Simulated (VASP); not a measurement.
Given:

```
CELL_PARAMETERS angstrom
      1.98964    -3.44616     0.00000
      1.98964     3.44616     0.00000
      0.00000     0.00000     4.92128
ATOMIC_POSITIONS crystal
  Te 0.33333 0.66667 0.27087
  Te 0.66667 0.33333 0.72913
  Pt 0.00000 0.00000 0.00000
```

The numbers are results of LDA (Ceperley-Alder, Perdew-Zunger), VASP's LDA PAW potentials (set 64) (plane waves; VASP), not measurements. Numerical set-up: 500 eV cut-off, 9×9×6 Γ-centred mesh, first-order Methfessel-Paxton smearing of 0.10 eV, potentials Te Pt.

Unless said otherwise, spin-orbit coupling is left out, though it shifts the bands of the heavy elements here.

**Question.** Estimate the energy per atom (σ→0), pressure, band gap (on the k-mesh) with the smallest direct gap where there is one.

**Answer.** 
```json
{
  "band gap (on the k-mesh)": "none (metal, semimetal or under 0.01 eV)",
  "energy per atom (σ→0)": "-5.445 eV/atom",
  "pressure": "5.02 GPa"
}
```

Only differences to runs with the same potentials and settings are physical.

The compound is PtTe2 in the 1T layered structure. It was relaxed first under an external pressure of 5 GPa.
